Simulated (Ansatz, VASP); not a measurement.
# ZrB2 in two plane-wave programs, part 2 of 3

Wanted: the spread between two codes on one cell, functional and k mesh. Of the first pair: The structure shown is frame 20 of Ansatz's trajectory.

VASP 6.6.1 and Ansatz 0.2.0.

So far: Starting point; Ansatz: dynamics, PBE.

## (3) VASP: single point, PBE, pair 1

Level of this step: PBE; plane waves and PAW (Zr_sv, B) (VASP).

The same cell, functional, mesh and smearing now go to VASP, with its own data sets.

Lines of VASP's logs that name or quote its potential files are left out, and so is its time.

Input file INCAR:

```
SYSTEM = ZrB2
PREC = Accurate
ENCUT = 420
EDIFF = 1E-06
NELM = 120
ISMEAR = -1
SIGMA = 0.05
LREAL = .FALSE.
ALGO = Normal
GGA = PE
NBANDS = 96
LASPH = .TRUE.
LORBIT = 11
LWAVE = .FALSE.
LCHARG = .FALSE.
ISIF = 2
GGA_COMPAT = .FALSE.
KPAR = 4
```

Input file POSCAR:

```
ZrB2
1.0
   -4.7550000000      2.7453005300      3.5330000000
   -4.7550000000      2.7453005300     -3.5330000000
   -3.1700000000     -5.4906010600      3.5330000000
Zr B
8 16
Direct
    0.8750969078      0.6255120321      0.7508020475
    0.3729822789      0.1272636753      0.7508421097
    0.2506486150      0.7518025650      0.5014304856
    0.7494926173      0.2508146813      0.4995125537
    0.6257474266      0.8760881373      0.2507488624
    0.1256381532      0.3746968387      0.2484937266
    0.4979909847      0.5031496141      0.0007465151
    0.9986727674      0.0013505886      0.0012088147
    0.1691742694      0.1655647681      0.5019166803
    0.6650410163      0.6672823452      0.5016121187
    0.5438943207      0.2877543487      0.2444900874
    0.0376321992      0.7928685961      0.2516652109
    0.9115427508      0.4233000117      0.9972472127
    0.4076940788      0.9224332464      0.0049033340
    0.7898839902      0.0430858520      0.7516247319
    0.2944501500      0.5461884416      0.7499225542
    0.3315477768      0.3331467267      0.5006541438
    0.8313923351      0.8352571259      0.4984806980
    0.7069763321      0.4571308669      0.2476603372
    0.2101414119      0.9581977784      0.2546060410
    0.0825022013      0.5834055340      0.0024235705
    0.5852011987      0.0787953600      0.9994733007
    0.9597787494      0.2067749415      0.7491331861
    0.4594311671      0.7103755677      0.7502716012
```

Input file KPOINTS:

```
Automatic mesh
0
Gamma
4 4 4
0 0 0
```

The projector-augmented-wave data sets are Zr_sv and B (PBE family, release 64).

On the command line:

```
$ mpirun -np 4 vasp_std
```

Numbers of over 12 decimals in the logs are rounded to 6 here.

Output:

```text
[banner, memory and clock lines left out]
running    4 mpi-ranks, on    1 nodes
 distrk:  each k-point on    1 cores,    4 groups
 distr:  one band on    1 cores,    1 groups

 POSCAR found type information on POSCAR ZrB
 POSCAR found :  2 types and      24 ions
|                                                                             |
|               ----> ADVICE to this user running VASP <----                  |
|                                                                             |
|     You have a (more or less) 'large supercell' and for larger cells it     |
|     might be more efficient to use real-space projection operators.         |
|     Therefore, try LREAL= Auto in the INCAR file.                           |
|     Mind: For very accurate calculation, you might also keep the            |
|     reciprocal projection scheme (i.e. LREAL=.FALSE.).                      |
|                                                                             |

 LDA part: xc-table for (Slater+PW92), standard interpolation
 POSCAR, INCAR and KPOINTS ok, starting setup
 FFT: planning ... GRIDC
 FFT: planning ... GRID_SOFT
 FFT: planning ... GRID
 WAVECAR not read
 entering main loop
       N       E                     dE             d eps       ncg     rms          rms(c)
DAV:   1     0.105223749339E+04    0.10522E+04   -0.64915E+04  6912   0.128E+03
DAV:   2    -0.120423218300E+03   -0.11727E+04   -0.11239E+04  7952   0.386E+02
DAV:   3    -0.214475344708E+03   -0.94052E+02   -0.93006E+02 10352   0.898E+01
DAV:   4    -0.220956506717E+03   -0.64812E+01   -0.64688E+01 10472   0.197E+01
DAV:   5    -0.221240817211E+03   -0.28431E+00   -0.28427E+00  9584   0.351E+00    0.609E+01
DAV:   6    -0.199798163310E+03    0.21443E+02   -0.63431E+01  8728   0.216E+01    0.248E+01
DAV:   7    -0.199783327225E+03    0.14836E-01   -0.11653E+01  9728   0.739E+00    0.699E+00
DAV:   8    -0.199804456878E+03   -0.21130E-01   -0.22611E+00  8088   0.447E+00    0.300E+00
DAV:   9    -0.199751955866E+03    0.52501E-01   -0.45621E-01  8192   0.192E+00    0.828E-01
DAV:  10    -0.199749658707E+03    0.22972E-02   -0.33927E-02  9464   0.549E-01    0.282E-01
DAV:  11    -0.199749432565E+03    0.22614E-03   -0.19570E-03  8792   0.174E-01    0.736E-02
DAV:  12    -0.199749392813E+03    0.39752E-04   -0.23492E-04 10152   0.380E-02    0.187E-02
DAV:  13    -0.199749389008E+03    0.38049E-05   -0.13565E-05  8560   0.977E-03    0.745E-03
DAV:  14    -0.199749388519E+03    0.48882E-06   -0.65128E-07  4928   0.312E-03
   1 F= -.19974939E+03 E0= -.19974032E+03  d E =-.181415E-01
```

OUTCAR, selected parts (step 3):

```text
ion  position               nearest neighbor table
   1  0.875  0.626  0.751-  13 2.49  22 2.52  17 2.54  24 2.54  15 2.54  10 2.55  21 2.55   9 2.55
                            23 2.55  16 2.56  18 2.57  14 2.59   7 3.17   8 3.17   5 3.17   4 3.18
   2  0.373  0.127  0.751-   9 2.52  23 2.53  17 2.53  21 2.54  24 2.54  15 2.55  18 2.55  10 2.55
                            14 2.55  13 2.55  22 2.56  16 2.57   6 3.16   3 3.16   5 3.17   8 3.17
   3  0.251  0.752  0.501-  20 2.51  16 2.52  23 2.52   9 2.53  10 2.53  24 2.54  19 2.54  15 2.55
                            17 2.56  12 2.56  18 2.57  11 2.58   2 3.16   8 3.17   5 3.17   7 3.17
   4  0.749  0.251  0.500-  16 2.53  10 2.54  18 2.54  12 2.54  19 2.55  20 2.55  24 2.55  17 2.55
                            23 2.55  15 2.55  11 2.56   9 2.57   5 3.16   8 3.16   6 3.17   2 3.17
   5  0.626  0.876  0.251-  12 2.52  18 2.52  13 2.52  22 2.53  20 2.53  11 2.53  21 2.53   9 2.54
                            17 2.54  10 2.55  19 2.55  14 2.56   4 3.16   8 3.16   3 3.17   1 3.17
   6  0.126  0.375  0.248-  14 2.50  21 2.52  12 2.54  11 2.54  17 2.55  22 2.55  18 2.55  20 2.56
                            10 2.56  19 2.56   9 2.57  13 2.58   2 3.16   8 3.16   7 3.17   4 3.17
   7  0.498  0.503  0.001-  13 2.52  16 2.53  19 2.53  20 2.53  21 2.54  11 2.54  14 2.54  24 2.54
                            15 2.55  12 2.55  23 2.56  22 2.58   6 3.17   1 3.17   5 3.17   2 3.17
   8  0.999  0.001  0.001-  14 2.51  11 2.52  19 2.53  16 2.53  22 2.54  23 2.54  15 2.54  12 2.55
                            21 2.55  24 2.56  20 2.58  13 2.58   4 3.16   5 3.16   6 3.16   1 3.17
   9  0.169  0.166  0.502-  17 1.81  20 1.81  23 1.82   2 2.52   3 2.53   5 2.54   1 2.55   4 2.57
                             6 2.57
  10  0.665  0.667  0.502-  24 1.81  18 1.84  19 1.86   3 2.53   4 2.54   1 2.55   2 2.55   5 2.55
                             6 2.56
  11  0.544  0.288  0.244-  22 1.81  19 1.83  17 1.86   8 2.52   5 2.53   7 2.54   6 2.54   4 2.56
                             3 2.58
  12  0.038  0.793  0.252-  18 1.81  21 1.82  20 1.86   5 2.52   4 2.54   6 2.54   8 2.55   7 2.55
                             3 2.56
  13  0.912  0.423  0.997-  21 1.82  23 1.83  19 1.84   1 2.49   7 2.52   5 2.52   2 2.55   6 2.58
                             8 2.58
  14  0.408  0.922  0.005-  20 1.82  22 1.83  24 1.84   6 2.50   8 2.51   7 2.54   2 2.55   5 2.56
                             1 2.59
  15  0.790  0.043  0.752-  22 1.82  23 1.83  18 1.85   8 2.54   1 2.54   2 2.55   7 2.55   4 2.55
                             3 2.55
  16  0.294  0.546  0.750-  24 1.81  17 1.85  21 1.87   3 2.52   7 2.53   4 2.53   8 2.53   1 2.56
                             2 2.57
  17  0.332  0.333  0.501-   9 1.81  16 1.85  11 1.86   2 2.53   1 2.54   5 2.54   6 2.55   4 2.55
                             3 2.56
  18  0.831  0.835  0.498-  12 1.81  10 1.84  15 1.85   5 2.52   4 2.54   2 2.55   6 2.55   1 2.57
                             3 2.57
  19  0.707  0.457  0.248-  11 1.83  13 1.84  10 1.86   8 2.53   7 2.53   3 2.54   4 2.55   5 2.55
                             6 2.56
  20  0.210  0.958  0.255-   9 1.81  14 1.82  12 1.86   3 2.51   5 2.53   7 2.53   4 2.55   6 2.56
                             8 2.58
  21  0.083  0.583  0.002-  13 1.82  12 1.82  16 1.87   6 2.52   5 2.53   2 2.54   7 2.54   1 2.55
                             8 2.55
  22  0.585  0.079  0.999-  11 1.81  15 1.82  14 1.83   1 2.52   5 2.53   8 2.54   6 2.55   2 2.56
                             7 2.58
  23  0.960  0.207  0.749-   9 1.82  13 1.83  15 1.83   3 2.52   2 2.53   8 2.54   1 2.55   4 2.55
                             7 2.56
  24  0.459  0.710  0.750-  16 1.81  10 1.81  14 1.84   1 2.54   3 2.54   2 2.54   7 2.54   4 2.55
                             8 2.56

  LATTYP: Found a face centered orthorhombic cell.
 ALAT       =     7.0660000000
 B/A-ratio  =     1.5540903085
 C/A-ratio  =     1.7945089159

 Subroutine GETGRP returns: Found  1 space group operations
 (whereof  1 operations were pure point group operations)

The static configuration has the point symmetry C_1 .

 Found     36 irreducible k-points:

   k-points           NKPTS =     36   k-points in BZ     NKDIM =     36   number of bands    NBANDS=     96

   dimension x,y,z NGX =    48 NGY =   48 NGZ =   50
   dimension x,y,z NGXF=    96 NGYF=   96 NGZF=  100

   ENCUT  =  420.0 eV  30.87 Ry    5.56 a.u.  10.91 10.91 12.13*2*pi/ulx,y,z

   NELECT =     144.0000    total number of electrons

 k-points in reciprocal lattice and weights: Automatic mesh
   0.00000000  0.00000000  0.00000000       0.016
   0.25000000  0.00000000  0.00000000       0.031
   0.00000000 -0.25000000  0.25000000       0.031
  -0.00000000  0.25000000 -0.00000000       0.031
  -0.25000000  0.00000000 -0.25000000       0.031
   0.50000000  0.00000000  0.00000000       0.016
   0.00000000  0.50000000  0.50000000       0.016
  -0.00000000  0.50000000 -0.00000000       0.016
   0.50000000  0.00000000  0.50000000       0.016
[...]
0.25000000  0.25000000  0.50000000       0.031
   0.50000000  0.50000000  0.50000000       0.016

 average (electrostatic) potential at core
       1 -72.8345       2 -72.8317       3 -72.8339       4 -72.8397       5 -72.8134
       6 -72.8347       7 -72.8301       8 -72.8253       9 -22.0202      10 -22.0471
      11 -22.0333      12 -22.0270      13 -22.0370      14 -22.0368      15 -22.0485
      16 -22.0559      17 -22.0549      18 -22.0320      19 -22.0608      20 -22.0424
      21 -22.0425      22 -22.0206      23 -22.0295      24 -22.0204

 E-fermi :  10.5247

 k-point     1 :       0.0000    0.0000    0.0000
  band No.  band energies     occupation
    ...
     68       8.3129      2.00000
     69       8.3234      2.00000
     70       8.3417      2.00000
     71       9.7770      2.00000
     72       9.8306      2.00000
     73      10.9435      0.00046
     74      10.9808      0.00022
     75      11.5241      0.00000
     76      11.5265      0.00000
     77      12.7457      0.00000
    ...

 k-point     2 :       0.2500    0.0000    0.0000
  band No.  band energies     occupation
    ...
     68       8.4202      2.00000
     69       8.7174      2.00000
     70       9.1089      2.00000
     71       9.2193      2.00000
     72       9.2749      2.00000
     73      11.0735      0.00003
     74      11.5767      0.00000
     75      11.9302      0.00000
     76      11.9871      0.00000
     77      12.5795      0.00000
    ...

 k-point     3 :       0.0000   -0.2500    0.2500
  band No.  band energies     occupation
    ...
     68       8.3935      2.00000
     69       8.7060      2.00000
     70       9.0907      2.00000
     71       9.2012      2.00000
     72       9.2548      2.00000
     73      11.1294      0.00001
     74      11.5942      0.00000
     75      11.9571      0.00000
     76      11.9976      0.00000
     77      12.6034      0.00000
    ...

  Total        1.2522527      1.0457126      2.4948190     -0.1988904     -0.0263327      0.0283760
  in kB        8.1567994      6.8114591     16.2505044     -1.2955127     -0.1715234      0.1848325
  external PRESSURE =      10.4062543 kB  Pullay stress =       0.0000000 kB

  energy-cutoff  :      420.00
  volume of cell :      245.97
      direct lattice vectors                 reciprocal lattice vectors
    -4.755000000  2.745300530  3.533000000    -0.039432177  0.113830889  0.141522785
    -4.755000000  2.745300530 -3.533000000    -0.118296530 -0.022766178 -0.141522785
    -3.170000000 -5.490601060  3.533000000    -0.078864353 -0.136597067  0.000000000

 POSITION                                       TOTAL-FORCE (eV/Angst)
 -----------------------------------------------------------------------------------
     -9.51544     -0.00273      3.53437         0.042607      0.149951     -0.126068
     -4.75884     -2.74925      3.52085        -0.105211      0.042294      0.126224
     -6.35619     -0.00112      0.00098         0.388286     -0.057799     -0.000576
     -6.33992      0.00352      3.52661        -0.071362     -0.063128      0.037309
     -7.93610      2.74623      0.00144         0.197698     -0.103478     -0.090339
     -3.16682      0.00919     -0.00200        -0.093457     -0.287441     -0.094153
     -4.76279      2.74433     -0.01559         0.162920     -0.017497      0.150253
     -4.75894      2.73873      3.52781         0.007423      0.110363      0.040670
     -3.18276     -1.83686      1.78602         0.106160      0.030294     -0.264113
     -7.92531      0.90348      1.76428        -0.047649      0.266544     -0.004024
     -4.72952      0.94073      1.76873        -0.346663     -0.416549     -0.109295
     -4.74681      0.89818     -1.77912        -0.259752      0.180551      0.147941
     -9.50845     -1.81094      5.24824        -0.024512     -0.310750      0.520709
     -6.34030      3.62468     -1.80125        -0.090613      0.490715      0.368078
     -6.34342     -1.84012      5.29393         0.097853      0.185044      0.007764
     -6.37449     -1.80972      1.76008         0.470585     -0.320061      0.018408
     -4.74770     -0.92411      1.76316        -0.253731      0.236385     -0.014779
     -9.50510      1.83849      1.74748        -0.104135     -0.275640      0.201896
     -6.32041      1.83602      1.75769        -0.240175     -0.025675      0.042097
     -6.36255      1.80950     -1.74336         0.328210      0.139997     -0.317213
     -3.17407      1.81481     -1.76113        -0.046323      0.328752     -0.137799
     -6.32563     -3.66484      5.32027        -0.122090      0.044668     -0.305356
     -7.92172     -0.91065      5.30705        -0.065536     -0.133472     -0.174243
     -7.94079     -0.90797      1.76412         0.069468     -0.194065     -0.023392
 -----------------------------------------------------------------------------------
    total drift:                               -0.000100     -0.000079      0.000018

  FREE ENERGIE OF THE ION-ELECTRON SYSTEM (eV)
  ---------------------------------------------------
  free  energy   TOTEN  =      -199.7493885191 eV

  energy  without entropy=     -199.7312470327  energy(sigma->0) =     -199.74031778

 total charge
# of ion       s       p       d       tot
------------------------------------------
    1        2.168   6.030   1.768   9.965
    2        2.168   6.030   1.771   9.969
    3        2.168   6.030   1.770   9.967
    4        2.168   6.029   1.767   9.963
    5        2.169   6.032   1.779   9.980
    6        2.168   6.029   1.767   9.963
    7        2.168   6.030   1.770   9.968
    8        2.168   6.030   1.772   9.971
    9        0.667   1.252   0.000   1.919
   10        0.664   1.236   0.000   1.901
   11        0.665   1.239   0.000   1.905
   12        0.666   1.244   0.000   1.910
   13        0.666   1.242   0.000   1.908
   14        0.666   1.241   0.000   1.907
   15        0.664   1.234   0.000   1.898
   16        0.664   1.232   0.000   1.896
   17        0.663   1.231   0.000   1.894
   18        0.665   1.239   0.000   1.904
   19        0.663   1.231   0.000   1.894
   20        0.666   1.242   0.000   1.907
   21        0.665   1.239   0.000   1.904
   22        0.667   1.246   0.000   1.913
   23        0.666   1.244   0.000   1.910
   24        0.667   1.249   0.000   1.916
--------------------------------------------------
tot         27.988  68.081  14.163 110.232

[... 3 further parts left out ...]
```

The run ends at a pressure of 1.04 GPa, with forces up to 0.62 eV/Å.

## (4) Side by side

Forces on 8 of the 24 atoms, those with the largest forces and the largest differences (eV/Å; atoms numbered as in POSCAR):

```csv
atom,"Ansatz x, y, z","VASP x, y, z"
Zr3,"0.387, -0.058, -0.001","0.388, -0.058, -0.001"
B11,"-0.346, -0.415, -0.109","-0.347, -0.417, -0.109"
B12,"-0.259, 0.179, 0.147","-0.260, 0.181, 0.148"
B13,"-0.025, -0.310, 0.519","-0.025, -0.311, 0.521"
B14,"-0.091, 0.489, 0.367","-0.091, 0.491, 0.368"
B16,"0.469, -0.319, 0.018","0.471, -0.320, 0.018"
B20,"0.327, 0.140, -0.316","0.328, 0.140, -0.317"
B21,"-0.046, 0.327, -0.138","-0.046, 0.329, -0.138"
```

The forces differ by 0.7 meV/Å r.m.s., which is 0.4 % of the r.m.s. force of 0.205 eV/Å (both taken over all components).

## (5) Ansatz: dynamics, PBE

One frame of this run of dynamics is then solved in both programs, so the motion causes no difference.

The structure compared here is frame 40 of Ansatz's trajectory.

This is the run of step 2 again, met here at its other cell.

## (6) VASP: single point, PBE, pair 2

The same cell, functional, mesh and smearing now go to VASP, with its own data sets.

INCAR is that of step 3.

Input file POSCAR:

```
ZrB2
1.0
   -4.7550000000      2.7453005300      3.5330000000
   -4.7550000000      2.7453005300     -3.5330000000
   -3.1700000000     -5.4906010600      3.5330000000
Zr B
8 16
Direct
    0.8761175950      0.6253293022      0.7491403797
    0.3691628383      0.1303290831      0.7528551777
    0.2535304290      0.7519069436      0.4999392092
    0.7485138482      0.2519141144      0.4976173621
    0.6239058263      0.8780232444      0.2501944066
    0.1259644153      0.3753950258      0.2474283461
    0.4942243103      0.5090918669      0.0032878792
    0.9956291882      0.0043024799      0.0016028133
    0.1661808428      0.1692942908      0.4981021262
    0.6677952039      0.6675102315      0.5018885345
    0.5364109130      0.2968763381      0.2505763790
    0.0343075254      0.7985312760      0.2560165613
    0.9137121659      0.4224617834      0.0019986976
    0.4171941717      0.9134820176      0.9985406056
    0.7903103127      0.0431804136      0.7455632795
    0.2833530461      0.5443989379      0.7495366928
    0.3324768353      0.3376255134      0.4970742371
    0.8310677731      0.8338715547      0.5007307559
    0.7093729362      0.4557315845      0.2490195596
    0.2007371638      0.9624151311      0.2565355954
    0.0800989686      0.5918591370      0.0000205703
    0.5820020132      0.0833859014      0.0001014087
    0.9584003154      0.2115916631      0.7537820638
    0.4559525388      0.7105149913      0.7504469699
```

KPOINTS is that of step 3.

On the command line:

```
$ mpirun -np 4 vasp_std
```

Output:

```text
[banner, memory and clock lines left out]
running    4 mpi-ranks, on    1 nodes
[...]
[... a notice as in an earlier step ...]

 LDA part: xc-table for (Slater+PW92), standard interpolation
 POSCAR, INCAR and KPOINTS ok, starting setup
[...]
entering main loop
       N       E                     dE             d eps       ncg     rms          rms(c)
DAV:   1     0.105200626531E+04    0.10520E+04   -0.64904E+04  6912   0.128E+03
DAV:   2    -0.120542796623E+03   -0.11725E+04   -0.11239E+04  7976   0.386E+02
DAV:   3    -0.214323004298E+03   -0.93780E+02   -0.92696E+02 10280   0.897E+01
DAV:   4    -0.220913257388E+03   -0.65903E+01   -0.65774E+01 10432   0.200E+01
[...]
DAV:  12    -0.199709138910E+03    0.39769E-04   -0.31778E-04  9816   0.477E-02    0.220E-02
DAV:  13    -0.199709134329E+03    0.45808E-05   -0.16970E-05  8800   0.104E-02    0.653E-03
DAV:  14    -0.199709133757E+03    0.57215E-06   -0.82335E-07  5048   0.359E-03
   1 F= -.19970913E+03 E0= -.19970007E+03  d E =-.181340E-01
```

From OUTCAR (step 6):

```text
  Total        1.3184022      1.1267253      2.5889932     -0.3104971      0.0140944      0.0262317
  in kB        8.5876772      7.3391512     16.8639272     -2.0224851      0.0918067      0.1708652
  external PRESSURE =      10.9302519 kB  Pullay stress =       0.0000000 kB

 POSITION                                       TOTAL-FORCE (eV/Angst)
 -----------------------------------------------------------------------------------
     -9.51415      0.00869      3.53275         0.084531     -0.120245     -0.291340
     -4.76163     -2.76237      3.50364        -0.031770      0.370350      0.251506
     -6.36566      0.01526      0.00552         0.281335     -0.353510     -0.367020
     -6.33448      0.01426      3.51257        -0.276833     -0.473973      0.003599
     -7.93479      2.74953     -0.01386         0.102135     -0.187747     -0.053557
     -3.16831      0.01785     -0.00707        -0.092252     -0.290352     -0.155895
     -4.78119      2.73635     -0.04091         0.533872      0.165099      0.468798
     -4.75976      2.73631      3.50802         0.041687      0.215938      0.147067
     -3.17417     -1.81390      1.74880        -0.123868     -0.266868      0.033229
     -7.94036      0.91014      1.77418         0.192927      0.080064     -0.193122
     -4.75661      0.91181      1.73156         0.000501      0.231865      0.213170
     -4.77172      0.88071     -1.79550         0.152128      0.452087      0.152007
     -6.35984      3.65723      1.74265         0.137967      0.003740      0.068650
     -9.49274     -1.82948      1.77446        -0.315343     -0.115498     -0.311557
[...]
-----------------------------------------------------------------------------------
    total drift:                               -0.000122      0.000031      0.000077

  FREE ENERGIE OF THE ION-ELECTRON SYSTEM (eV)
  ---------------------------------------------------
  free  energy   TOTEN  =      -199.7091337567 eV

  energy  without entropy=     -199.6909997322  energy(sigma->0) =     -199.70006674

[... 2 parts as in an earlier step ...]

[... 1 further part left out ...]
[key lines of the parts left out:]
E-fermi :  10.5275
```

The run ends at a pressure of 1.09 GPa, with forces up to 0.74 eV/Å.

[end of part 2 of 3]

[Lines on the potential files, build, host, timing and source positions are cut from VASP's logs without a mark.]

[Logs are printed without paths, hosts, clocks, repeated set-up lines and the standing remarks that a program may print on its own settings, such as how far it seeks lower states.]

[Hosts, paths, dates, database ids (printed as entryN), source tags and the programs' standing remarks are cut or masked in the printed files.]
